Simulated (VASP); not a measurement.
A VASP calculation is set up with these files.

File POSCAR:
```
Ni
1
    0.0000000000     1.7952000000     1.7952000000
    1.7952000000     0.0000000000     1.7952000000
    1.7952000000     1.7952000000     0.0000000000
Ni
1
Direct
  0.0000000000   0.0000000000   0.0000000000
```

INCAR:
```
SYSTEM = Ni
PREC = Accurate
ENCUT = 400
EDIFF = 1E-6
NELM = 100
ALGO = Normal
LREAL = .FALSE.
LASPH = .TRUE.
ISMEAR = 1
SIGMA = 0.1
GGA = PE
LMAXMIX = 4
ISPIN = 2
MAGMOM = 0.8
LORBIT = 10
LWAVE = .FALSE.
LCHARG = .FALSE.
ISIF = 2
IBRION = 0
NSW = 3
TEBEG = 300
```

File KPOINTS:
```
Automatic mesh
0
Gamma
13 13 13
0 0 0
```

POTCAR, in this order: Ni (PBE.64 set). Program: vasp_std.

The resulting files:

### standard output
```
 POSCAR found type information on POSCAR Ni
 POSCAR found :  1 types and       1 ions
 Reading from existing POTCAR

 -----------------------------------------------------------------------------
|                                                                             |
|     EEEEEEE  RRRRRR   RRRRRR   OOOOOOO  RRRRRR      ###     ###     ###     |
|     E        R     R  R     R  O     O  R     R     ###     ###     ###     |
|     E        R     R  R     R  O     O  R     R     ###     ###     ###     |
|     EEEEE    RRRRRR   RRRRRR   O     O  RRRRRR       #       #       #      |
|     E        R   R    R   R    O     O  R   R                               |
|     E        R    R   R    R   O     O  R    R      ###     ###     ###     |
|     EEEEEEE  R     R  R     R  OOOOOOO  R     R     ###     ###     ###     |
|                                                                             |
|     Fatal error! IBRION=0, but no entry for POTIM on file INCAR. MUST       |
|     be specified!                                                           |
|                                                                             |
|       ---->  I REFUSE TO CONTINUE WITH THIS SICK JOB ... BYE!!! <----       |
|                                                                             |
 -----------------------------------------------------------------------------
```

Problem. Read input and log: which fault does this run have?
(A) the lattice was typed in bohr, and VASP reads ångström
(B) a line-mode KPOINTS file was used for a self-consistent run
(C) ICHARG = 11 asks for a fixed density, but there is no CHGCAR
(D) molecular dynamics (IBRION = 0) was asked for without POTIM

Solution. D, molecular dynamics (IBRION = 0) was asked for without POTIM. VASP stops with an error: Fatal error! IBRION=0, but no entry for POTIM on file INCAR. MUST be specified! ----> I REFUSE TO CONTINUE WITH THIS SICK JOB ... BYE!!! <----

To mend it, set POTIM to the time step in fs (1 to 2 fs suits most solids). The plain static run on this cell (PBE GGA, plane waves, VASP's PBE PAW potentials (set 64)) converges, and its OSZICAR ends with
```
   1 F= -.54502464E+01 E0= -.54502860E+01  d E =0.119024E-03  mag=     0.6314
```

The compound is Ni in the fcc structure. The cell was not relaxed at this level.
